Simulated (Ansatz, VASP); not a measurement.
# Two plane-wave programs on NaAl

The input INCAR:

```
SYSTEM = NaAl
PREC     = Accurate       ! precision mode
ENCUT    = 600            ! plane-wave cutoff, eV
EDIFF    = 1E-6           ! SCF threshold, eV
ISMEAR   = 0              ! smearing method
SIGMA    = 0.1            ! smearing width, eV
LREAL    = .False.        ! projectors in reciprocal space
LASPH    = .True.         ! aspherical terms in the spheres
NELM     = 100            ! most SCF steps
ALGO     = Normal         ! electronic algorithm
ISIF     = 3              ! what is computed and relaxed
LWAVE    = .False.        ! write WAVECAR
LCHARG   = .False.        ! write CHGCAR
GGA      = PE             ! functional
IBRION   = 2              ! ionic algorithm
NSW      = 90             ! ionic steps
EDIFFG   = -0.04          ! ionic threshold
```

File KPOINTS:

```
regular mesh
0
Gamma
  6 6 6
  0 0 0
```

File POSCAR:

```
NaAl
1.0
    3.3234359248      0.0000000000      0.0000000000
    0.0000000000      3.3234359248      0.0000000000
    0.0000000000      0.0000000000      3.3234359248
Na Al
1 1
Direct
    0.0000000000      0.0000000000      0.0000000000
    0.5000000000      0.5000000000      0.5000000000
```

Input for Ansatz:

```yaml
crystal:
  lattice:
    - [3.3234359248, 0.0, 0.0]
    - [0.0, 3.3234359248, 0.0]
    - [0.0, 0.0, 3.3234359248]
  atoms:
    - { symbol: Na, position: [0.0, 0.0, 0.0] }
    - { symbol: Al, position: [0.5, 0.5, 0.5] }
basis:
  ecutwfc: 420
kpoints:
  mp_grid: { grid: [6, 6, 6] }
hamiltonian:
  xc: pbe
scf:
  occupations: { method: gaussian, width: 0.1 }
  lower_state_search: "off"
output:
  forces: true
  stress: true
  eigenvalues: true
relax:
  adjacent_minimum: "off"
  f_tol: 0.04
  max_steps: 70
  cell: { stress_tol: 0.4 }
```

Alike in both runs: task relaxation of cell and atoms; functional PBE; k mesh 6 × 6 × 6; occupations gaussian, width 0.1 eV; no spin polarisation.

|  | VASP | Ansatz |
| --- | --- | --- |
| version | VASP 6.6.1 | Ansatz 0.2.0 |
| potentials or method | VASP PAW PBE potentials, release 64 (Na_pv, Al) | scalar-relativistic, plane waves, PAW |
| plane-wave cutoff (eV) | 600 | 420 |
| valence electrons in the cell | 10 | 12 |

|  | VASP | Ansatz | Ansatz less VASP |
| --- | --- | --- | --- |
| gap on the k mesh at the Fermi level, each at its own relaxed structure (eV) | none | none | - |
| relaxed volume (Å³/atom) | 23.46 | 23.24 | -0.215 |
| relaxed cell length with the largest relative difference (Å) | 3.607 | 3.596 | -0.0111 |
| energy change over the relaxation (meV/atom) | -137 | -136 | +1.2 |

A gap of «none» marks a metal or a gap that the smearing closes. The two sets of potentials don't hold the same shells in valence.

Caveats: the volume moved by over 15 % at a fixed basis, so the end points are rough (VASP).
